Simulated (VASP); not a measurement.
These are RPBE GGA, VASP's PBE PAW potentials (set 64) (plane waves; VASP 6.6.1) values and carry that method's errors.

VASP input:

**KPOINTS**
```
Automatic mesh
0
Gamma
8 8 8
0 0 0
```

INCAR:
```
! general
SYSTEM =SrVO3
PREC   =Accurate
ENCUT  =520   ! plane-wave cut-off (eV)
LREAL  =.FALSE.   ! projection in real space or not
LASPH  =.TRUE.

! electronic loop
EDIFF  =1E-7   ! SCF stop (eV)
NELM   =100   ! most electronic steps
ALGO   =Normal
LMAXMIX=4

! smearing
ISMEAR =1   ! Methfessel-Paxton
SIGMA  =0.1   ! width (eV)

! functional
GGA    =RP   ! RPBE

! ions
ISIF   =2   ! forces and stress, cell fixed

! output
LWAVE  =.FALSE.
LCHARG =.FALSE.
```

**POSCAR**
```
SrVO3
1
    3.8993367367     0.0000000000     0.0000000000
    0.0000000000     3.8993367367     0.0000000000
    0.0000000000     0.0000000000     3.8993367367
Sr V O
1 1 3
Direct
  0.0000000000   0.0000000000   0.0000000000
  0.5000000000   0.5000000000   0.5000000000
  0.5000000000   0.0000000000   0.5000000000
  0.0000000000   0.5000000000   0.5000000000
  0.5000000000   0.5000000000   0.0000000000
```

POTCAR, in this order: Sr_sv V_sv O (PBE.64 set). Program: vasp_std.

What VASP printed:

File OSZICAR:
```
       N       E                     dE             d eps       ncg     rms          rms(c)
DAV:   1     0.454119656497E+03    0.45412E+03   -0.24059E+04  1680   0.178E+03
DAV:   2    -0.220110918010E+02   -0.47613E+03   -0.47225E+03  2224   0.481E+02
DAV:   3    -0.470092006717E+02   -0.24998E+02   -0.24958E+02  1712   0.126E+02
DAV:   4    -0.477746869481E+02   -0.76549E+00   -0.76276E+00  3048   0.190E+01
DAV:   5    -0.477782186337E+02   -0.35317E-02   -0.35306E-02  1920   0.125E+00    0.354E+01
DAV:   6    -0.391458400536E+02    0.86324E+01   -0.10273E+02  2200   0.732E+01    0.188E+01
DAV:   7    -0.380089663067E+02    0.11369E+01   -0.39950E+01  1928   0.546E+01    0.162E+01
DAV:   8    -0.372036790464E+02    0.80529E+00   -0.32282E+00  1816   0.158E+01    0.552E+00
DAV:   9    -0.372078223559E+02   -0.41433E-02   -0.10322E+00  2120   0.763E+00    0.244E+00
DAV:  10    -0.371793113992E+02    0.28511E-01   -0.53692E-01  1896   0.648E+00    0.112E+00
DAV:  11    -0.371693075682E+02    0.10004E-01   -0.85220E-02  1864   0.246E+00    0.351E-01
DAV:  12    -0.371689714208E+02    0.33615E-03   -0.53384E-03  2080   0.647E-01    0.835E-02
DAV:  13    -0.371689922318E+02   -0.20811E-04   -0.37441E-04  2176   0.127E-01    0.327E-02
DAV:  14    -0.371689935384E+02   -0.13066E-05   -0.24553E-04  1776   0.855E-02    0.406E-02
DAV:  15    -0.371689854903E+02    0.80482E-05   -0.93079E-05  1896   0.829E-02    0.102E-02
DAV:  16    -0.371689858515E+02   -0.36125E-06   -0.34252E-06  1800   0.152E-02    0.536E-03
DAV:  17    -0.371689858336E+02    0.17961E-07   -0.74406E-07  1792   0.614E-03
   1 F= -.37168986E+02 E0= -.37168207E+02  d E =-.233775E-02
```

OUTCAR:
```
------------------------ aborting loop because EDIFF is reached ----------------------------------------
  FORCE on cell =-STRESS in cart. coord.  units (eV):
  Direction    XX          YY          ZZ          XY          YZ          ZX
  --------------------------------------------------------------------------------------
  Total        0.0058770      0.0058770      0.0058770      0.0000000      0.0000000     -0.0000000
  in kB        0.1588147      0.1588147      0.1588147      0.0000000      0.0000000     -0.0000000
  external PRESSURE =       0.1588147 kB  Pullay stress =       0.0000000 kB
  volume of cell :       59.29
      direct lattice vectors                 reciprocal lattice vectors
     3.899336737  0.000000000  0.000000000     0.256453871  0.000000000  0.000000000
     0.000000000  3.899336737  0.000000000     0.000000000  0.256453871  0.000000000
     0.000000000  0.000000000  3.899336737     0.000000000  0.000000000  0.256453871
 POSITION                                       TOTAL-FORCE (eV/Angst)
 -----------------------------------------------------------------------------------
      0.00000      0.00000      0.00000         0.000000      0.000000      0.000000
      1.94967      1.94967      1.94967         0.000000      0.000000      0.000000
      1.94967      0.00000      1.94967         0.000000      0.000000      0.000000
      0.00000      1.94967      1.94967         0.000000      0.000000      0.000000
      1.94967      1.94967      0.00000         0.000000      0.000000      0.000000
 -----------------------------------------------------------------------------------
    total drift:                                0.000000      0.000000     -0.000000
  FREE ENERGIE OF THE ION-ELECTRON SYSTEM (eV)
  ---------------------------------------------------
  free  energy   TOTEN  =       -37.1689858336 eV

  energy  without entropy=      -37.1666480858  energy(sigma->0) =      -37.16820658
```
(Selected blocks of OUTCAR.)

The compound is SrVO3 in the cubic perovskite structure. It was relaxed first. The run is not spin-polarised, so no magnetic state was tried. The electron count is odd and the run is not spin-polarised, which forces a metal.
